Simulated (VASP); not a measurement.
Set up this calculation in VASP 6.6.1, as the native input.

```yaml
Task: single point
Functional: LDA
Potentials_or_basis: VASP PAW LDA potentials, release 64 (Ir, Sb, S)
Cutoff: 520 eV
k_mesh: 3 × 3 × 3
Occupations: fermi-dirac, width 0.1 eV
Spin: no spin polarisation
Dipole_correction: no
Further_INCAR_settings: ALGO = Fast; EDIFF = 1e-07; NBANDS = 48
```

The structure of Sb3Ir4S4 (a cell with a defect) lies in POSCAR:

```
Sb3Ir4S4
1.0
    5.9742170000      0.0000000000      0.0000000000
    0.0000000000      5.9742170000      0.0000000000
    0.0000000000      0.0000000000      5.9742170000
Ir Sb S
4 3 4
Direct
    1.0164831642      0.2344543226     -0.0023010547
   -0.0396478735      0.7841852748      0.4992948867
    0.4874792797      0.1933686038      0.5032157352
    0.5277787867      0.7812277324     -0.0233138502
    0.6229800491      0.3662493344      0.8779627523
    0.1317436243      0.6367383374      0.8763201939
    0.8747059238      0.3754212477      0.3791591434
    0.6185575449      0.8666290495      0.6242212159
    0.3819971722      0.1259212714      0.1256392260
    0.8880039008      0.8809586260      0.1179120209
    0.1159052308      0.1271649490      0.6232888762
```

The input as run:

INCAR

```
ALGO     = Fast           # electronic algorithm
EDIFF    = 1E-7           # SCF threshold, eV
ENCUT    = 520            # plane-wave cutoff, eV
GGA      = CA             # functional
ISIF     = 2              # what is computed and relaxed
ISMEAR   = -1             # smearing method
LASPH    = T              # aspherical terms in the spheres
LCHARG   = F              # write CHGCAR
LREAL    = F              # projectors in reciprocal space
LWAVE    = F              # write WAVECAR
NBANDS   = 48             # bands
NELM     = 80             # most SCF steps
PREC     = Accurate       # precision mode
SIGMA    = 0.1            # smearing width, eV
```

KPOINTS

```
k-points
0
Gamma
  3 3 3
```

Potentials or basis: VASP PAW LDA potentials, release 64 (Ir, Sb, S).

Command:

```sh
$ cat potpaw_LDA.64/Ir/POTCAR potpaw_LDA.64/Sb/POTCAR potpaw_LDA.64/S/POTCAR > POTCAR
$ mpirun -np 1 vasp_std > vasp.out
```

It gave:

The pressure is -1.3 GPa and the largest force is 0.098 eV/Å. The band gap on the k mesh is none (metal or under the smearing width).

Run time: 110 s on 1 thread of Intel(R) Xeon(R) 6975P-C (Granite Rapids) (shared host), peak memory 0.32 GiB.
